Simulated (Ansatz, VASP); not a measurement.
# Cross-check of KNaICl between VASP and Ansatz

Wanted: the spread between two codes on one cell, functional and k mesh. The cell is taken from a series of runs on this material, whose earlier steps may have relaxed, scaled, displaced or heated it; both programs get it as it stands.

Main program and level: Ansatz 0.2.0; plane waves, with VASP 6.6.1 beside it; zone-centre phonons at PBEsol.

## (1) The starting structure

Symmetry: P4/mmm, No. 123, tetragonal system. The conventional cell has a = 4.425 Å, b = 4.425 Å, c = 6.671 Å, α = 90.00°, β = 90.00°, γ = 90.00°. Nearest to K lie 4 Cl at 3.13 Å and 2 I at 3.34 Å. Na has 4 I at 3.13 Å and 2 Cl at 3.34 Å nearest. I has 4 Na at 3.13 Å and 2 K at 3.34 Å nearest. Cl has 4 K at 3.13 Å and 2 Na at 3.34 Å nearest. Farther neighbours and most contacts between anions are not listed.

## (2) VASP: zone-centre phonons, PBEsol

Second derivatives magnify differences that forces hide, and they need a tight electronic threshold.

Lines of VASP's logs that name or quote its potential files are left out, and so is its time.

The input, INCAR:

```
SYSTEM = KNaICl
PREC = Accurate
ENCUT = 500
EDIFF = 1E-08
NELM = 120
ISMEAR = 0
SIGMA = 0.01
LREAL = .FALSE.
ALGO = Normal
GGA = PS
NBANDS = 21
LORBIT = 11
LWAVE = .FALSE.
LCHARG = .FALSE.
ISIF = 2
IBRION = 8
LEPSILON = .TRUE.
LASPH = .TRUE.
GGA_COMPAT = .FALSE.
EFERMI = MIDGAP
KPAR = 2
```

The input, POSCAR:

```
KNaICl
1.0
    4.4254866400      0.0000000000      0.0000000000
    0.0000000000      4.4254866400      0.0000000000
    0.0000000000      0.0000000000      6.6711176350
K Na I Cl
1 1 1 1
Direct
    0.5000000000      0.5000000000      0.5000000000
    0.0000000000      0.0000000000      0.0000000000
    0.5000000000      0.5000000000      0.0000000000
    0.0000000000      0.0000000000      0.5000000000
```

The input, KPOINTS:

```
Automatic mesh
0
Gamma
6 6 4
0 0 0
```

PAW data sets: K_sv, Na_pv, I and Cl (PBE family, release 64).

On the command line:

```
$ mpirun -np 2 vasp_std
```

Numbers of over 12 decimals in the logs are rounded to 6 here.

The log of the run:

```text
[banner, memory and clock lines left out]
running    2 mpi-ranks, on    1 nodes
 distrk:  each k-point on    1 cores,    2 groups
 distr:  one band on    1 cores,    1 groups

 POSCAR found type information on POSCAR K NaI Cl
 POSCAR found :  4 types and       4 ions
|                                                                             |
|               ----> ADVICE to this user running VASP <----                  |
|                                                                             |
|     You enforced a specific xc type in the INCAR file but a different       |
|     [... a line on the potential file left out ...]
|     I HOPE YOU KNOW WHAT YOU ARE DOING!                                     |
|                                                                             |

 LDA part: xc-table for (Slater+PW92), standard interpolation
 POSCAR, INCAR and KPOINTS ok, starting setup
 FFT: planning ... GRIDC
 FFT: planning ... GRID_SOFT
 FFT: planning ... GRID
 WAVECAR not read
 entering main loop
       N       E                     dE             d eps       ncg     rms          rms(c)
DAV:   1     0.236789304092E+03    0.23679E+03   -0.13258E+04  1276   0.123E+03
DAV:   2     0.125589226536E+02   -0.22423E+03   -0.21171E+03  1335   0.319E+02
DAV:   3    -0.120657279198E+02   -0.24625E+02   -0.24460E+02  1994   0.100E+02
DAV:   4    -0.128956711441E+02   -0.82994E+00   -0.82803E+00  1714   0.169E+01
DAV:   5    -0.129280990768E+02   -0.32428E-01   -0.32421E-01  2005   0.264E+00    0.411E+00
DAV:   6    -0.125671138138E+02    0.36099E+00   -0.63584E-01  1520   0.401E+00    0.303E+00
DAV:   7    -0.125204933613E+02    0.46620E-01   -0.22970E-01  1709   0.255E+00    0.164E+00
DAV:   8    -0.125207980294E+02   -0.30467E-03   -0.35359E-02  1644   0.126E+00    0.281E-01
DAV:   9    -0.125205678999E+02    0.23013E-03   -0.30206E-03  1756   0.299E-01    0.141E-01
DAV:  10    -0.125204240870E+02    0.14381E-03   -0.13251E-03  1557   0.265E-01    0.491E-02
DAV:  11    -0.125203441342E+02    0.79953E-04   -0.52786E-04  1721   0.147E-01    0.225E-02
DAV:  12    -0.125203600289E+02   -0.15895E-04   -0.10547E-04  1581   0.522E-02    0.230E-02
DAV:  13    -0.125203565505E+02    0.34784E-05   -0.10961E-05  1656   0.180E-02    0.101E-02
DAV:  14    -0.125203567547E+02   -0.20418E-06   -0.11602E-06  1738   0.771E-03    0.344E-03
DAV:  15    -0.125203567027E+02    0.51948E-07   -0.34343E-07  1574   0.286E-03    0.476E-04
DAV:  16    -0.125203567110E+02   -0.82528E-08   -0.15180E-08  1337   0.787E-04
   1 F= -.12520357E+02 E0= -.12520357E+02  d E =0.000000E+00
 Linear response reoptimize wavefunctions to high precision
DAV:   1    -0.125203567330E+02   -0.22002E-07   -0.29995E-09  1296   0.351E-04
DAV:   2    -0.125203567331E+02   -0.85493E-10   -0.30697E-10  1000   0.121E-04
 Linear response G [H, r] |phi>, progress :
  Direction:   1
       N       E                     dE             d eps       ncg     rms
RMM:   1    -0.104890711699E+03   -0.10489E+03    0.12111E+02  2361   0.130E+02
RMM:   2    -0.988971689905E+02    0.59935E+01   -0.26643E+01  2417   0.295E+01
RMM:   3    -0.993542130661E+02   -0.45704E+00   -0.32352E+00  2702   0.927E+00
RMM:   4    -0.994346086416E+02   -0.80396E-01   -0.57100E-01  2753   0.308E+00
RMM:   5    -0.994561212391E+02   -0.21513E-01   -0.15382E-01  2852   0.129E+00
RMM:   6    -0.994613192053E+02   -0.51980E-02   -0.51742E-02  2891   0.634E-01
RMM:   7    -0.994626546200E+02   -0.13354E-02    0.20259E-02  3017   0.336E-01
RMM:   8    -0.994633239178E+02   -0.66930E-03   -0.33532E-03  2967   0.198E-01
RMM:   9    -0.994633555657E+02   -0.31648E-04    0.46600E-03  2965   0.114E-01
RMM:  10    -0.994635107385E+02   -0.15517E-03    0.94134E-04  2912   0.696E-02
RMM:  11    -0.994635158731E+02   -0.51346E-05    0.16748E-03  2867   0.428E-02
RMM:  12    -0.994635463303E+02   -0.30457E-04    0.17933E-05  2790   0.278E-02
RMM:  13    -0.994635461629E+02    0.16733E-06    0.66897E-04  2707   0.185E-02
RMM:  14    -0.994635530036E+02   -0.68407E-05    0.18274E-05  2669   0.129E-02
RMM:  15    -0.994635519433E+02    0.10603E-05   -0.13136E-04  2615   0.936E-03
RMM:  16    -0.994635548764E+02   -0.29331E-05   -0.12485E-04  2571   0.714E-03
RMM:  17    -0.994635527968E+02    0.20796E-05   -0.86553E-05  2531   0.568E-03
RMM:  18    -0.994635543769E+02   -0.15801E-05   -0.37575E-04  2485   0.474E-03
RMM:  19    -0.994635532631E+02    0.11137E-05   -0.18916E-04  2437   0.413E-03
RMM:  20    -0.994635534780E+02   -0.21486E-06   -0.28798E-04  2397   0.372E-03
RMM:  21    -0.994635530830E+02    0.39503E-06   -0.28927E-04  2366   0.346E-03
RMM:  22    -0.994635530377E+02    0.45275E-07   -0.31998E-04  2353   0.329E-03
RMM:  23    -0.994635525578E+02    0.47992E-06   -0.29499E-04  2349   0.317E-03
RMM:  24    -0.994635528237E+02   -0.26590E-06   -0.35769E-04  2336   0.309E-03
[...]
RMM:  10    -0.162747916306E+00   -0.82499E-07    0.98891E-09  4548   0.238E-04    0.208E-05
RMM:  11    -0.162747942330E+00   -0.26024E-07    0.88165E-09  4627   0.151E-04    0.112E-05
RMM:  12    -0.162747956103E+00   -0.13773E-07    0.44660E-09  4650   0.106E-04    0.374E-06
RMM:  13    -0.162747960846E+00   -0.47428E-08    0.46568E-09  4444   0.774E-05    0.934E-06
 first order change of Fermi-energy   0.10815E-04
[...]
first order change of Fermi-energy   0.46028E-04
 force on displaced ion       3 direction 1 :  -1.471   0.000   0.000
 Born effective charge ion    3 direction 1 :  -1.143   0.000   0.000
 Linear response progress:
  Degree of freedom:   6/  8
       N       E                     dE             d eps       ncg     rms          rms(c)
RMM:   1    -0.973442365153E-01   -0.97344E-01    0.35167E-02  2420   0.799E-01
RMM:   2    -0.968823141115E-01    0.46192E-03   -0.29721E-03  2456   0.212E-01    0.424E-02
RMM:   3    -0.970974192209E-01   -0.21511E-03   -0.34574E-04  2525   0.755E-02    0.209E-02
RMM:   4    -0.972740243672E-01   -0.17661E-03   -0.72779E-05  2598   0.310E-02    0.115E-02
RMM:   5    -0.973705174277E-01   -0.96493E-04   -0.20045E-05  2544   0.154E-02    0.480E-03
RMM:   6    -0.973653906373E-01    0.51268E-05   -0.45862E-07  2669   0.566E-03    0.275E-03
RMM:   7    -0.973572305563E-01    0.81601E-05   -0.33646E-07  2279   0.323E-03    0.284E-04
RMM:   8    -0.973567698082E-01    0.46075E-06   -0.73376E-06  2742   0.134E-03    0.194E-04
RMM:   9    -0.973556748082E-01    0.10950E-05    0.14805E-05  2441   0.815E-04    0.108E-04
RMM:  10    -0.973546938960E-01    0.98091E-06   -0.28567E-06  2775   0.439E-04    0.721E-05
RMM:  11    -0.973548655805E-01   -0.17168E-06    0.55853E-06  2880   0.248E-04    0.479E-05
RMM:  12    -0.973546844324E-01    0.18115E-06   -0.98919E-07  2763   0.161E-04    0.284E-05
RMM:  13    -0.973546545831E-01    0.29849E-07    0.14671E-06  2838   0.108E-04    0.123E-05
RMM:  14    -0.973546166008E-01    0.37982E-07   -0.26809E-07  2754   0.828E-05    0.496E-06
RMM:  15    -0.973546186780E-01   -0.20771E-08    0.52371E-07  2644   0.638E-05    0.485E-06
RMM:  16    -0.973546250978E-01   -0.64199E-08    0.10892E-07  2364   0.540E-05    0.775E-06
RMM:  17    -0.973546271661E-01   -0.20683E-08    0.34574E-07  2294   0.475E-05    0.103E-05
RMM:  18    -0.973546304993E-01   -0.33331E-08    0.11191E-08  2098   0.440E-05    0.106E-05
 first order change of Fermi-energy   0.43803E-03
 force on displaced ion       3 direction 3 :   0.000  -0.000  -2.675
 Born effective charge ion    3 direction 3 :   0.000   0.000  -0.824
 Linear response progress:
  Degree of freedom:   7/  8
       N       E                     dE             d eps       ncg     rms          rms(c)
RMM:   1    -0.199589918777E+00   -0.19959E+00    0.24314E-02  3919   0.181E+00
RMM:   2    -0.198414947338E+00    0.11750E-02   -0.53391E-03  3671   0.309E-01    0.591E-02
RMM:   3    -0.198855240797E+00   -0.44029E-03   -0.56108E-04  3840   0.936E-02    0.258E-02
RMM:   4    -0.199328266946E+00   -0.47303E-03   -0.13575E-04  3768   0.405E-02    0.129E-02
RMM:   5    -0.199410161812E+00   -0.81895E-04   -0.24978E-05  4051   0.170E-02    0.861E-03
RMM:   6    -0.199397581061E+00    0.12581E-04   -0.62761E-06  3929   0.970E-03    0.223E-03
RMM:   7    -0.199421261403E+00   -0.23680E-04   -0.53326E-06  4140   0.420E-03    0.827E-04
RMM:   8    -0.199417428808E+00    0.38326E-05    0.10531E-05  4290   0.201E-03    0.478E-04
RMM:   9    -0.199417681415E+00   -0.25261E-06   -0.14516E-05  4205   0.118E-03    0.284E-04
RMM:  10    -0.199415786512E+00    0.18949E-05    0.75041E-06  4431   0.725E-04    0.909E-05
RMM:  11    -0.199416105375E+00   -0.31886E-06   -0.91178E-06  4627   0.447E-04    0.967E-05
RMM:  12    -0.199416061139E+00    0.44236E-07    0.29939E-06  4764   0.297E-04    0.483E-05
RMM:  13    -0.199416322169E+00   -0.26103E-06   -0.34715E-06  4370   0.234E-04    0.376E-05
RMM:  14    -0.199416047430E+00    0.27474E-06    0.16106E-06  4198   0.174E-04    0.314E-05
RMM:  15    -0.199416062979E+00   -0.15549E-07   -0.15291E-06  4463   0.136E-04    0.323E-05
RMM:  16    -0.199416072025E+00   -0.90460E-08    0.73964E-07  4173   0.113E-04    0.168E-05
RMM:  17    -0.199416074047E+00   -0.20218E-08   -0.49377E-07  4126   0.989E-05    0.134E-05
RMM:  18    -0.199416065747E+00    0.82999E-08    0.18314E-07  4123   0.905E-05    0.722E-06
RMM:  19    -0.199416063131E+00    0.26163E-08   -0.20539E-07  4038   0.850E-05    0.231E-06
RMM:  20    -0.199416062441E+00    0.68951E-09    0.15076E-07  3513   0.810E-05    0.129E-06
RMM:  21    -0.199416061268E+00    0.11735E-08   -0.26861E-08  3501   0.785E-05    0.520E-07
 first order change of Fermi-energy   0.66828E-04
 force on displaced ion       4 direction 1 :  -1.514   0.000   0.000
 Born effective charge ion    4 direction 1 :  -1.206   0.000   0.000
 Linear response progress:
  Degree of freedom:   8/  8
       N       E                     dE             d eps       ncg     rms          rms(c)
RMM:   1    -0.208583616591E+00   -0.20858E+00    0.52547E-02  2447   0.182E+00
RMM:   2    -0.208485028164E+00    0.98588E-04   -0.32042E-03  2260   0.269E-01    0.543E-02
RMM:   3    -0.208838467593E+00   -0.35344E-03   -0.31992E-04  2316   0.894E-02    0.222E-02
RMM:   4    -0.209191450006E+00   -0.35298E-03   -0.11576E-04  2148   0.436E-02    0.148E-02
RMM:   5    -0.209208223003E+00   -0.16773E-04   -0.13247E-05  2403   0.183E-02    0.719E-03
RMM:   6    -0.209173337244E+00    0.34886E-04   -0.28556E-06  2343   0.900E-03    0.214E-03
RMM:   7    -0.209189779185E+00   -0.16442E-04   -0.87893E-07  2432   0.427E-03    0.748E-04
RMM:   8    -0.209180506211E+00    0.92730E-05    0.22116E-06  2570   0.177E-03    0.304E-04
RMM:   9    -0.209175171750E+00    0.53345E-05   -0.20261E-06  2485   0.925E-04    0.252E-04
RMM:  10    -0.209175954418E+00   -0.78267E-06   -0.16120E-06  2668   0.475E-04    0.506E-05
RMM:  11    -0.209175660464E+00    0.29395E-06    0.21779E-06  2836   0.273E-04    0.282E-05
RMM:  12    -0.209175931447E+00   -0.27098E-06   -0.82201E-07  2783   0.191E-04    0.188E-05
RMM:  13    -0.209175892899E+00    0.38548E-07    0.60616E-07  2864   0.145E-04    0.169E-05
RMM:  14    -0.209175836437E+00    0.56462E-07   -0.35394E-07  2730   0.126E-04    0.624E-06
RMM:  15    -0.209175830572E+00    0.58654E-08    0.27341E-07  2830   0.112E-04    0.402E-06
RMM:  16    -0.209175828730E+00    0.18424E-08   -0.24312E-07  2604   0.105E-04    0.414E-06
RMM:  17    -0.209175827877E+00    0.85262E-09    0.17435E-07  2486   0.101E-04    0.101E-06
RMM:  18    -0.209175823848E+00    0.40289E-08   -0.76093E-08  2327   0.977E-05    0.109E-06
 first order change of Fermi-energy  -0.86446E-04
 force on displaced ion       4 direction 3 :  -0.000  -0.000  -0.047
 Born effective charge ion    4 direction 3 :   0.000   0.000  -1.299
 Born effective charges drift removed
 Linear response finished
```

(Part 1 of 3 ends here.)

[Lines on the potential files, build, host, timing and source positions are cut from VASP's logs without a mark.]

[Logs are printed without paths, hosts, clocks, repeated set-up lines and the standing remarks that a program may print on its own settings, such as how far it seeks lower states.]

[Hosts, paths, dates, database ids (printed as entryN), source tags and the programs' standing remarks are cut or masked in the printed files.]
